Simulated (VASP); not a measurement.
Computed with PBE GGA, VASP's PBE PAW potentials (set 64) (plane waves; VASP).

The input files of a VASP run:

**POSCAR**
```
Tb
1
    1.7552940000    -3.0989370000     0.0000000000
    1.7552940000     3.0989370000     0.0000000000
    0.0000000000     0.0000000000     5.6775380000
Tb
2
Direct
  0.3333330000   0.6666670000   0.2500000000
  0.6843350000   0.3510010000   0.7500000000
```

**INCAR**
```
# general
SYSTEM =Tb
PREC   =Accurate
ENCUT  =400   # plane-wave cut-off (eV)
LREAL  =.False.
LASPH  =.True.   # aspherical one-centre terms

# electronic loop
EDIFF  =1E-6
NELM   =100
ALGO   =Normal
LMAXMIX=6   # l cut-off of mixed one-centre charges

# smearing
ISMEAR =2
SIGMA  =0.05   # width (eV)

# functional
GGA    =PE

# ions
ISIF   =2

# output
LWAVE  =.False.
LCHARG =.False.
```

### KPOINTS
```
K-points
0
G
  11 11 6
```

POTCAR, in this order: Tb_3 (PBE.64 set). Program: vasp_std.

Question: What will the output report for the number of irreducible k-points (NKPTS), number of bands (NBANDS), largest plane-wave count, number of space-group operations, FFT grid (NGX, NGY, NGZ)?

Answer: 
The number of irreducible k-points (NKPTS) comes out as 244. The number of bands (NBANDS) is 13 and the largest plane-wave count is 1140. The number of space-group operations comes out as 4. The FFT grid (NGX, NGY, NGZ) is 24 × 24 × 40.

The compound is Tb in the hcp structure. The cell was not relaxed at this level, atoms are displaced from their ideal sites. The run is one of a series of settings (ISMEAR = 2, SIGMA = 0.05 against the base run), some of them coarse on purpose. The 4f electrons are frozen in the core of the lanthanide potential, so 4f levels, which can set the real gap, and their magnetism are missing.
